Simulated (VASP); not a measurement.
An input for Ansatz (written as the equivalent of a VASP run, and not itself run):

Ansatz 0.2 input:
```yaml
crystal:
  lattice:
    - [5.2611417, 0.0000000, 0.0000000]
    - [0.0000000, 5.0578294, 0.0000000]
    - [0.0000000, 0.0000000, 5.0739887]
  atoms:
    - { symbol: Zr, position: [0.0307633, 0.7331418, 0.7483716] }
    - { symbol: Zr, position: [0.9692367, 0.2668582, 0.2483716] }
    - { symbol: Zr, position: [0.4692367, 0.7331418, 0.2483716] }
    - { symbol: Zr, position: [0.5307633, 0.2668582, 0.7483716] }
    - { symbol: O, position: [0.2305259, 0.4632893, 0.5013989] }
    - { symbol: O, position: [0.7694741, 0.5367107, 0.0013989] }
    - { symbol: O, position: [0.2694741, 0.4632893, 0.0013989] }
    - { symbol: O, position: [0.7305259, 0.5367107, 0.5013989] }
    - { symbol: O, position: [0.3651701, 0.9318121, 0.6062395] }
    - { symbol: O, position: [0.6348299, 0.0681879, 0.1062395] }
    - { symbol: O, position: [0.1348299, 0.9318121, 0.1062395] }
    - { symbol: O, position: [0.8651701, 0.0681879, 0.6062395] }
kpoints:
  mp_grid: { grid: [4, 4, 4] }
hamiltonian:
  xc: r2scan
  pseudopotentials: { kind: paw }
scf:
  occupations: { method: gaussian, width: 0.05 }
  max_iter: 100
relax:
  max_steps: 60
  f_tol: 0.02
  cell: {}
output: { forces: true, stress: true, eigenvalues: true }
```

Write the VASP files for the same calculation (r2SCAN).

One answer among several that fit: 
File POSCAR:
```
ZrO2
1
    5.2611417165     0.0000000000     0.0000000000
    0.0000000000     5.0578293665     0.0000000000
    0.0000000000     0.0000000000     5.0739887168
Zr O
4 8
Direct
  0.0307633321   0.7331418210   0.7483716316
  0.9692366679   0.2668581790   0.2483716316
  0.4692366679   0.7331418210   0.2483716316
  0.5307633321   0.2668581790   0.7483716316
  0.2305259145   0.4632893308   0.5013988508
  0.7694740855   0.5367106692   0.0013988508
  0.2694740855   0.4632893308   0.0013988508
  0.7305259145   0.5367106692   0.5013988508
  0.3651700618   0.9318120929   0.6062395177
  0.6348299382   0.0681879071   0.1062395177
  0.1348299382   0.9318120929   0.1062395177
  0.8651700618   0.0681879071   0.6062395177
```

### INCAR
```
EDIFF = 1E-6   # SCF stop (eV)
LASPH = .True.
EDIFFG = -0.02   # ionic stop
NSW = 60   # most ionic steps
LREAL = .False.   # projection in real space or not
SIGMA = 0.05
LMAXMIX = 4   # l cut-off of mixed one-centre charges
LCHARG = .False.
LMIXTAU = .True.
SYSTEM = ZrO2
ENCUT = 520   # plane-wave cut-off (eV)
IBRION = 2   # conjugate gradients
PREC = Accurate
ALGO = Normal   # blocked Davidson
LWAVE = .False.
NELM = 100   # most electronic steps
ISIF = 3   # ions, shape and volume
ISMEAR = 0   # Gaussian
METAGGA = R2SCAN
```

**KPOINTS**
```
Automatic mesh
0
gamma
  4 4 4
0 0 0
```

POTCAR, in this order: Zr_sv O (PBE.64 set). Program: vasp_std.

What does not carry over: each code has its own PAW files, so the cut-off isn't converted (ENCUT is set for VASP's; basis.ecutwfc is left out, and Ansatz then takes the one that its files recommend); Ansatz stops its SCF on the density residual and VASP on the energy change (EDIFF).

The structure comes from a computed database's ZrO2 entry (Pca2_1); how it stands against other phases isn't given here. This run relaxes it. Symmetry was kept, so distortions that lower it aren't found. The start is the result of an earlier pass.
